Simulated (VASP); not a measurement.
BaNi2H2O8: single point with PBEsol

Crystal: BaNi2H2O8.

```
CELL_PARAMETERS angstrom
2.48936 4.20541 -0.07945
-2.47476 4.19698 -0.07341
-0.01382 -2.93151 7.50444
ATOMIC_POSITIONS crystal
H 0.40692 0.42910 0.26750
H 0.56469 0.57296 0.71397
O 0.35443 0.35270 0.04351
O 0.64287 0.64440 0.95514
O 0.89973 0.55087 0.65399
O 0.20572 0.87822 0.64837
O 0.54830 0.22368 0.65254
O 0.15481 0.42007 0.35046
O 0.78723 0.11430 0.34370
O 0.44368 0.76671 0.34208
Ba 0.00399 0.98355 0.99757
Ni 0.17189 0.17769 0.50778
Ni 0.80514 0.82758 0.48927
```

The cell was built by a generator and needn't be a form met in nature.

```yaml
Program: VASP 6.6.1
Task: single point
Functional: PBEsol
Potentials_or_basis: VASP PAW PBE potentials, release 64 (H, O, Ba_sv, Ni)
Cutoff: 520 eV
k_mesh: 4 × 4 × 3, shifted
Occupations: fermi-dirac, width 0.1 eV
Spin: no spin polarisation
```

| Item | Value |
| --- | --- |
| Pressure | -21.7 GPa |
| Largest force | 2.213 eV/Å |
| Band gap on the k mesh | none (metal or under the smearing width) |

Forces on the atoms (eV/Å):
```
H   -0.278  0.050 -0.315
H    0.021 -0.618  0.010
O    0.025 -0.103  1.479
O   -0.006 -0.032 -1.128
O   -0.004  0.818 -1.763
O   -0.922  0.285 -1.429
O    0.587 -0.548 -1.210
O   -1.013 -0.906  0.981
O    1.251 -0.286  1.802
O   -0.704  0.747  1.399
Ba  -0.101  0.069 -0.002
Ni   0.155 -0.789 -0.351
Ni   0.990  1.313  0.526
```

Stress tensor (GPa, compression positive):
```
-19.69   0.69   0.82
  0.69 -22.23   1.49
  0.82   1.49 -23.06
```

Levels at points of the mesh, in eV from the Fermi level:
| k point | band 37 | band 38 | band 39 | band 40 | band 41 | band 42 | band 43 | band 44 |
| --- | --- | --- | --- | --- | --- | --- | --- | --- |
| (0.00, 0.00, 0.50) | -0.27 | -0.24 | -0.13 | 0.01 | 0.20 | 0.28 | 0.83 | 1.13 |
| (0.50, 0.00, 0.50) | -0.30 | -0.26 | -0.24 | -0.13 | -0.05 | 0.09 | 0.80 | 1.05 |
| (0.00, 0.50, 0.50) | -0.41 | -0.32 | -0.22 | -0.09 | -0.04 | 0.10 | 0.82 | 1.11 |
| (0.50, 0.50, 0.50) | -0.32 | -0.20 | -0.13 | -0.10 | 0.00 | 0.06 | 0.82 | 1.08 |

It took 14 min on 1 thread of AMD EPYC 7571, on a shared host, peak memory 0.35 GiB.

Caveat: the k mesh is coarse (spacing up to 0.38 Å⁻¹), so the values aren't converged; so large a pressure means that the cell lies far from this level's equilibrium, or that cutoff or potentials fall short; the potentials were made for another functional, which shifts forces and pressure; the run has no spin polarisation, though such a crystal can be magnetic; semilocal functionals often make such compounds metallic where correlation or magnetic order opens a gap, which also shifts bond lengths. Spin polarisation is off, so any magnetic state and its effect on volume and gap are missing.
